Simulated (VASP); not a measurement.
## Zr₄C₂N₂ (ordered alloy cell): computed properties

Level of theory: PBEsol GGA, VASP's PBE PAW potentials (set 64) (plane waves; VASP).

| Property | Value |
|---|---|
| space group | R-3m (166) |
| cell | a = 3.264 Å, b = 3.264 Å, c = 15.981 Å, α = 90.00°, β = 90.00°, γ = 120.00° |
| volume per atom | 12.29 Å³/atom |
| band gap (on the k-mesh) | none (metal, semimetal or under 0.01 eV) |
| density | 7.04 g/cm³ |

```yaml
crystal:
  lattice:
    - [0.00218, 4.61442, 4.61441]
    - [4.61657, 0.00003, 4.61656]
    - [2.30830, 2.30830, 0.00000]
  atoms:
    - { symbol: Zr, position: [0.99835, 0.00055, 0.00110] }
    - { symbol: Zr, position: [0.99835, 0.50055, 0.00110] }
    - { symbol: Zr, position: [0.50165, 0.99945, 0.99890] }
    - { symbol: Zr, position: [0.50165, 0.49945, 0.99890] }
    - { symbol: N, position: [0.25000, 0.25000, 0.50000] }
    - { symbol: N, position: [0.25000, 0.75000, 0.50000] }
    - { symbol: C, position: [0.75000, 0.25000, 0.50000] }
    - { symbol: C, position: [0.75000, 0.75000, 0.50000] }
```

The structure was generated: Zr4C2N2 was put into an ordered model structure (R-3m), which need not be its known phase. It was relaxed first. Symmetry was kept, so distortions that lower it aren't found.
